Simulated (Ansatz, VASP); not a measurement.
# MgB2 in two plane-wave programs, part 2 of 2

Wanted: the spread between two codes on one cell, functional and k mesh. The cell is taken from a series of runs on this material, whose earlier steps may have relaxed, scaled, displaced or heated it; both programs get it as it stands.

VASP 6.6.1 and Ansatz 0.2.0.

So far: The structure; VASP: zone-centre phonons, r2SCAN.

## (3) Ansatz: zone-centre phonons, r2SCAN

Level of this step: Ansatz beside VASP: Kohn-Sham DFT, plane waves, r2SCAN (Ansatz).

Ansatz runs on its PAW soft_1 files.

The same cell, functional, mesh and smearing now go to Ansatz, which takes its cutoff from its data sets.

Input file input.yaml:

```yaml
crystal:
  lattice:
    - [3.0666771547, 0.0, 0.0]
    - [-1.5333385774, 2.6558203212, 0.0]
    - [0.0, 0.0, 3.5212562019]
  atoms:
    - { symbol: Mg, position: [0.0, 0.0, 0.0] }
    - { symbol: B, position: [0.3333333333, 0.6666666667, 0.5] }
    - { symbol: B, position: [0.6666666667, 0.3333333333, 0.5] }
kpoints:
  mp_grid: { grid: [15, 15, 12] }
hamiltonian:
  xc: r2scan
  pseudopotentials: { kind: paw, azcp: { folder: soft_1 } }
scf:
  occupations: { method: methfessel_paxton, width: 0.2 }
output:
  eigenvalues: true
phonons:
  method: dfpt
```

The run is started by

```console
ansatz run input.yaml --threads 4 --pin off --max-ram 16384MiB --backend cpu --events-out ev --progress --plain --runs-dir out
```

Numbers of over 12 decimals in the logs are rounded to 6 here.

The log of the run:

```text
Engine: ansatz 0.2.0, aarch64-unknown-linux-gnu
Pseudopotentials: kind: paw
Pseudopotential: Mg, paw, valence charge 10, recommended cutoff 500 eV (meta_gga), soft_1/Mg.paw.azcp
Pseudopotential: B, paw, valence charge 3, recommended cutoff 500 eV (meta_gga), soft_1/B.paw.azcp
Functional definition: r2SCAN
  parameter k0 = 0.174
  parameter k1 = 0.065
  parameter a1 = 4.9479
  exchange = r2scan_x(k0 = k0, k1 = k1, a1 = a1)
  correlation = r2scan_c
Crystal: 3 atoms, lattice volume = 28.679 Å³
Basis set: ecut = 500 eV, 745 PW (Γ), exchange–correlation on 120×120×135 points (125 copies of the dense FFT grid, shifted against one another)
Bands: 12, of which v1, the nominal top of the filled ones, is band 8 counted from 1 (7 counted from 0)
Symmetry: 24 space group operations
k-points: 728 of 2700 (irreducible under 2 space group operations, time reversal used)
Non-local potential: Mg, projectors of the file, l = 0: 3, l = 1: 2, l = 2: 1
Non-local potential: B, projectors of the file, l = 0: 2, l = 1: 2, l = 2: 1
PAW form: soft (Blöchl's): semilocal exchange-correlation on the pseudo side does not see the compensation charge
PAW frozen core: Mg, regenerated for the run's functional (the file was generated under x = pbe(κ = 0.804, μ = 0.219515), c = pbe(β = 0.066725))
PAW frozen core: B, regenerated for the run's functional (the file was generated under x = pbe(κ = 0.804, μ = 0.219515), c = pbe(β = 0.066725))
PAW one-centre angular grid: Mg, 302 points (default); XC on 224 Gauss nodes
PAW one-centre angular grid: B, 302 points (default); XC on 223 of its mesh's 2233 points in the sphere
Initial density: superposition of atomic densities (chi_scale 0.1, normalization cell, long waves kept (reshape's long-wave potential 0.00 eV rms))
Initial wavefunctions: pseudopotential atomic-orbital guess
Functional: x = r2scan, c = r2scan; τ floored in thin density (d = 2e-4 eV/Å³)
SCF iter   1: F=—  HF=-2240.675864 eV  |F-HF|=—  |Δ(HF+E_count)|=         —  Δρ=7.61e-2  dr2=2.68e0  dr2_τ=3.41e-1  ethr=3.10e-3  ⟨swp⟩=5.0  Hψ=48141  notcnv=0
preconditioner: auto → none  [metal: Δε(μ)=0.005 eV  Ē_g=12.507 eV  σ=0.200 eV  W_gap=0.02  n_scr=8 (ndim 8)  ℏωp=19.6 eV  f_vac=0.000  D(μ)=0.57/eV (n_scr^D=2)  sad-step TF]
SCF iter   2: F=—  HF=-2240.330920 eV  |F-HF|=—  |Δ(HF+E_count)|=   3.45e-1  S|Δr|=    0.00e0  Δρ=4.71e-2  dr2=1.15e0  dr2_τ=4.16e-3  ethr=3.10e-3  ⟨swp⟩=2.7  Hψ=19498  notcnv=0  defer=5
SCF iter   3: F=—  HF=-2240.055636 eV  |F-HF|=—  |Δ(HF+E_count)|=   2.75e-1  S|Δr|=    0.00e0  Δρ=1.03e-2  dr2=2.73e-2  dr2_τ=1.15e-3  ethr=3.10e-3  ⟨swp⟩=3.0  Hψ=16616  notcnv=0  defer=11
SCF iter   4: F=—  HF=-2240.049935 eV  |F-HF|=—  |Δ(HF+E_count)|=   5.70e-3  S|Δr|=    0.00e0  Δρ=2.39e-3  dr2=9.18e-4  dr2_τ=1.83e-5  ethr=1.70e-4  ⟨swp⟩=1.3  Hψ=15143  notcnv=0  defer=5
SCF iter   5: F=—  HF=-2240.050917 eV  |F-HF|=—  |Δ(HF+E_count)|=   9.82e-4  S|Δr|=    0.00e0  Δρ=2.92e-4  dr2=2.23e-5  dr2_τ=5.68e-7  ethr=5.74e-6  ⟨swp⟩=2.1  Hψ=13135  notcnv=0  defer=5
SCF iter   6: F=—  HF=-2240.050923 eV  |F-HF|=—  |Δ(HF+E_count)|=   5.87e-6  S|Δr|=    0.00e0  Δρ=5.50e-5  dr2=1.48e-6  dr2_τ=1.80e-8  ethr=1.39e-7  ⟨swp⟩=2.1  Hψ=13754  notcnv=0  defer=5
SCF iter   7: F=—  HF=-2240.050924 eV  |F-HF|=—  |Δ(HF+E_count)|=   1.01e-6  S|Δr|=    0.00e0  Δρ=7.43e-6  dr2=8.56e-9  dr2_τ=1.86e-10  ethr=9.24e-9  ⟨swp⟩=2.1  Hψ=12156  notcnv=0  defer=5
SCF iter   8: F=—  HF=-2240.050924 eV  |F-HF|=—  |Δ(HF+E_count)|=   2.58e-8  S|Δr|=    0.00e0  Δρ=1.11e-6  dr2=3.98e-10  dr2_τ=3.98e-12  ethr=5.35e-11  ⟨swp⟩=2.0  Hψ=14634  notcnv=0  defer=5
SCF iter   9: F=-2240.050924 eV  HF=-2240.050924 eV  |F-HF|=4.55e-13  |Δ(HF+E_count)|=  6.18e-11  S|Δr|=    0.00e0  Δρ=1.00e-7  dr2=1.66e-12  dr2_τ=1.13e-13  ethr=1.00e-12  ⟨swp⟩=5.1  Hψ=43785  notcnv=0
SCF 1 converged in 9 iterations: F = -2240.050924 eV  dr2 = 1.66e-12
  greatest PAW one-centre occupation: 1.000 electrons in one spin orbital (limit 2), on the Mg atom at site 0 (counted from 0), in its partial waves of l = 0
DFPT response loops at Γ: preconditioner auto → Kerker (q_TF=auto, 2.475 Å⁻¹) (partly filled bands, converged f_vac=0.000); β = 1.00, the filter's whole step (`scf.mixing.beta` (0.50) is not read by the response loops under this deck's `scf.mixing.preconditioner`; to damp them name `kerker` or `kerker_dos`, under which they read `scf.mixing.beta`, and type it under 1.00, their step now; both keys bind the ground state too); Broyden in place of MSR1
SCF converged after 9 iterations
Stability not checked: this state was not tested for a lower state beside it, because cold or Methfessel-Paxton smearing, or corrected tetrahedra, fill the levels in a way that the test cannot read (fill_not_monotonic; see scf.lower_state_search)
Free energy (F): -2240.050924 eV
Harris-Foulkes:  -2240.050924 eV  (|F-HF|=4.55e-13)
Internal energy: -2240.051263 eV  (E = F + TS)
E sigma→0 (E₀):  -2240.051008 eV
Entropy (-TS):   0.000339 eV (0.113 meV/atom)
Fermi energy:    9.338580 eV
--- Per-component energies (eV) ---
  E_band       = -309.001851
  E_kinetic    = 168.674256
  E_local      = -1603.763828  (includes V_loc(G=0)·N_el)
  E_nonlocal   = 211.016363
  E_hartree    = 546.169148
  E_xc         = -89.483109
  E_vxc        = -119.973112  (∫ρ·V_xc dr)
  E_paw        = -463.606581  (= ΣΔE_a)
  E_vpaw       = -63.438525  (= ΣTr[D̂ρ^β])
  E_aug_tail   = -0.000023  (compensation charges beyond the density's cutoff)
  E_vtau       = 6.144747  (kinetic-family band-sum trace: ∫τ·v_τ [+ j·A + Jᵃ·Aᵃ] dr)
  E_ewald      = -1008.994395
  E_core_change = -0.063093  (= ΣΔE_core)
  E_smearing   = 0.000339  (= −TS)
  E_closure    = -0.000000  (closes the sum)
  Σ components = -2240.050924   (vs F -2240.050924, Δ=0.00e0)
--- Band table (eV; the first three rows and the last of 728) ---
  k-point 0: bands = [... 4 lower, -3.9670, 6.1243, 9.7597, 9.7597, 11.2672, 16.0787, 16.0787, 18.0219]
  k-point 1: bands = [... 4 lower, -3.9051, 5.6351, 9.7840, 9.7840, 11.9104, 16.0971, 16.0971, 18.0236]
  k-point 2: bands = [... 4 lower, -3.7249, 4.5970, 9.8516, 9.8516, 13.4103, 16.1483, 16.1483, 18.0284]
  k-point 727: bands = [... 4 lower, -0.9420, 3.4815, 5.1224, 8.5071, 13.2545, 14.6843, 17.1829, 18.3218]
--- Phonons (Γ-DFPT): 4 representative perturbations + reference, on 728 of 2700 k-points (Σ response iterations 24) ---
  k mesh reduced under 2 symmetry operations, with k and −k counted as one. Each operation leaves every solved perturbation unchanged. A smaller set is not considered because the functional reads the kinetic-energy density
  ASR residual: 7.252e-4 → 0.000e0 eV/Å²; symmetrization residual: 2.569e-6 eV/Å²
  ASR residual per site (eV/Å²): 7.25e-4 1.28e-4 1.28e-4
  Γ frequencies (cm⁻¹): 0.00 0.00 0.00 339.62 339.62 403.12 573.92 573.92 707.74
  non-analytic LO–TO correction: not included (Born effective charges unavailable; polar crystals: no LO–TO splitting at Γ)
```

Reading the cycles: dr2 is the Hartree energy of the density residual (eV), the measure of convergence; HF is the Harris–Foulkes estimate of the energy, which meets the free energy F at convergence.

## (4) Comparison

Known differences besides the potentials themselves: VASP keeps PBE cores, Ansatz makes them for the functional; the data sets hold 16 valence electrons in Ansatz (on its PAW soft_1 files) and 8 in VASP; the cutoff is 500 eV in Ansatz and 660 eV in VASP; VASP uses finite displacements, Ansatz perturbation theory. Total energies have different zeros and are not compared.

Both answers:

| quantity | Ansatz | VASP | difference |
| --- | --- | --- | --- |
| optical mode 1 to 2 (cm⁻¹) | 339.6 | 339.2 | +0.11 % |
| optical mode 3 (cm⁻¹) | 403.1 | 400.6 | +0.62 % |
| optical mode 4 to 5 (cm⁻¹) | 573.9 | 577.2 | -0.57 % |
| optical mode 6 (cm⁻¹) | 707.7 | 706.0 | +0.25 % |

Modes are paired by rising frequency, not by their patterns, so a pair may set unlike modes beside each other; they are those without the splitting of longitudinal modes.

## (5) Outcome

```
r.m.s. difference of the optical zone-centre modes, each program's sorted by frequency (zone-centre phonons, r2SCAN) : 2.3 cm⁻¹
difference in optical mode 3 (zone-centre phonons, r2SCAN)                                                           : +0.6 %
```

The r.m.s. difference of the optical zone-centre modes, each program's sorted by frequency is 2.3 cm⁻¹ (zone-centre phonons, r2SCAN). The data sets hold unlike numbers of valence electrons (16 in Ansatz and 8 in VASP), so part of the differences comes from the potentials. Among the rows given in per cent, the largest difference of the zone-centre phonons, r2SCAN pair is in optical mode 3, +0.6 %. Such differences can come from data sets, numerical settings and the points named under the comparisons, not from the functional's error against experiment.

[Lines on the potential files, build, host, timing and source positions are cut from VASP's logs without a mark.]

[Logs are printed without paths, hosts, clocks, repeated set-up lines and the standing remarks that a program may print on its own settings, such as how far it seeks lower states.]

[Hosts, paths, dates, database ids (printed as entryN), source tags and the programs' standing remarks are cut or masked in the printed files.]
